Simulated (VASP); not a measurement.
Input:

```
TiO2
1.0
    4.60233     0.00000     0.00000
    0.00000     4.60233     0.00000
    0.00000     0.00000     2.96016
Ti O
2 4
Cartesian
  4.60233   0.00000   0.00000
  2.30117   2.30117   1.48008
  1.40147   1.40147   2.96016
  3.70263   0.89970   1.48008
  0.89970   3.70263   1.48008
  3.20086   3.20086   0.00000
```

Computed with r2SCAN meta-GGA, VASP's PBE PAW potentials (set 64) (plane waves; VASP). Run with 520 eV cut-off, 6×6×8 Γ-centred mesh, tetrahedra with Blöchl corrections, potentials Ti_sv O.

The cores are frozen, which limits the accuracy of field gradients.

**Question.** Give the principal components of the electric field gradient (V/Å²) and the asymmetry η at each nucleus.

**Answer.** 
```tsv
atom	Vxx	Vyy	Vzz	η
Ti1	13.9	7.9	-21.8	0.28
Ti2	13.9	7.9	-21.8	0.28
O3	24.4	1.3	-25.6	0.90
O4	24.4	1.3	-25.6	0.90
O5	24.4	1.3	-25.6	0.90
O6	24.4	1.3	-25.6	0.90
```

The compound is TiO2 in the rutile structure. It was relaxed first.
